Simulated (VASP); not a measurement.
A run of VASP 6.6.1 is set up as follows.

INCAR

```
SYSTEM = GaSn
ALGO = Normal ; EDIFF = 1E-7
EDIFFG = -0.005 ; ENCUT = 600
GGA = PS ; IBRION = 2
ISIF = 3 ; ISMEAR = -1
LASPH = .TRUE. ; LCHARG = .FALSE.
LREAL = .FALSE. ; LWAVE = .FALSE.
NELM = 80 ; NSW = 40
PREC = Accurate ; PSTRESS = 200
SIGMA = 0.05
```

The input KPOINTS:

```
k-points
0
G
  8 8 8
  0 0 0
```

POSCAR

```
GaSn
1.0
    0.0000000000      2.9028814200      3.0982155700
    2.7292512900      0.0000000000      3.0982155700
    2.7292512900      2.9028814200      0.0000000000
Ga Sn
1 1
Direct
    0.5000000000      0.5000000000      0.5000000000
    0.0000000000      0.0000000000      0.0000000000
```

Potentials or basis: VASP PAW PBE potentials, release 64 (Ga_d, Sn_d).

Command:

```sh
$ cat potpaw_PBE.64/Ga_d/POTCAR potpaw_PBE.64/Sn_d/POTCAR > POTCAR
$ mpirun -np 1 vasp_std > vasp.out
```

Problem. Predict the space group after relaxing (to 0.05 Å).

Solution. Fm-3m (No. 225).

Problem. What does it give for the relaxed volume?

Solution. 18.62 Å³/atom.

Problem. Estimate the band gap on the k mesh.

Solution. None (metal or under the smearing width).

Problem. Estimate the relaxed cell.

Solution. a = 3.748 Å, b = 3.749 Å, c = 3.748 Å, α = 60.00°, β = 60.00°, γ = 60.00°.

Step by step:
| step | energy change (eV) | largest force (eV/Å) | pressure (GPa) | volume (Å³) |
| --- | --- | --- | --- | --- |
| 1 | 0.0000 | 0.0000 | -1.81 | 49.09 |
| 2 | 2.6818 | 0.0000 | 81.00 | 28.91 |
| 3 | 0.3846 | 0.0000 | 19.89 | 37.65 |
| 4 | 0.4246 | 0.0000 | 21.15 | 37.31 |
| 5 | 0.4212 | 0.0000 | 22.95 | 36.62 |
| 6 | 0.3737 | 0.0000 | 21.68 | 36.83 |
| 7 | 0.3723 | 0.0000 | 21.64 | 36.84 |
| 8 | 0.2628 | 0.0000 | 18.26 | 37.72 |
| 9 | 0.3153 | 0.0000 | 19.88 | 37.28 |
| 10 | 0.3207 | 0.0000 | 20.06 | 37.23 |
| 11 | 0.3193 | 0.0000 | 20.00 | 37.24 |

Caveat: the cell is relaxed towards a set pressure, so the enthalpy falls and the energy may rise; the volume moved by over 15 % at a fixed basis, so the end points are rough; the PAW data sets were made with another functional, which shifts forces and pressure a little.
